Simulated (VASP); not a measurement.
A run of VASP 6.6.1 is set up as follows.

File INCAR:

```
ALGO     = Normal         # electronic algorithm
EDIFF    = 1E-7           # SCF threshold, eV
ENCUT    = 520            # plane-wave cutoff, eV
GGA      = PS             # functional
ISIF     = 2              # what is computed and relaxed
ISMEAR   = 0              # smearing method
ISPIN    = 2              # spin polarisation
LASPH    = True           # aspherical terms in the spheres
LCHARG   = False          # write CHGCAR
LMAXMIX  = 4              # l up to which the mixer works
LORBIT   = 11             # projections on sites
LREAL    = False          # projectors in reciprocal space
LWAVE    = False          # write WAVECAR
MAGMOM   = 2 0 0          # initial moments
NBANDS   = 21             # bands
NELM     = 150            # most SCF steps
PREC     = Accurate       # precision mode
SIGMA    = 0.05           # smearing width, eV
```

File KPOINTS:

```
k-points
0
Gamma
  12 12 10
```

POSCAR

```
CrC2
1.0
    2.5571722985      0.0000000000      0.0000000000
   -1.2785861492      2.2145761723      0.0000000000
    0.0000000000      0.0000000000      4.0644823570
Cr C
1 2
Direct
    0.0000000000      0.0000000000      0.0000000000
    0.3333333333      0.6666666667      0.5000000000
    0.6666666667      0.3333333333      0.5000000000
```

Potentials or basis: VASP PAW PBE potentials, release 64 (Cr_pv, C).

Command:

```console
$ cat potpaw_PBE.64/Cr_pv/POTCAR potpaw_PBE.64/C/POTCAR > POTCAR
$ mpirun -np 1 vasp_std > vasp.out
```

Estimate the site moments.

Cr +0.11; C -0.00 μB.

What does it give for the net moment?

0.11 μB per cell.

Estimate the pressure.

-9.0 GPa.

Stress tensor (GPa, compression positive):
```
-19.52   0.00   0.00
  0.00 -19.52   0.00
  0.00   0.00  12.07
```

Caveat: the PAW data sets were made with another functional, which shifts forces and pressure a little.
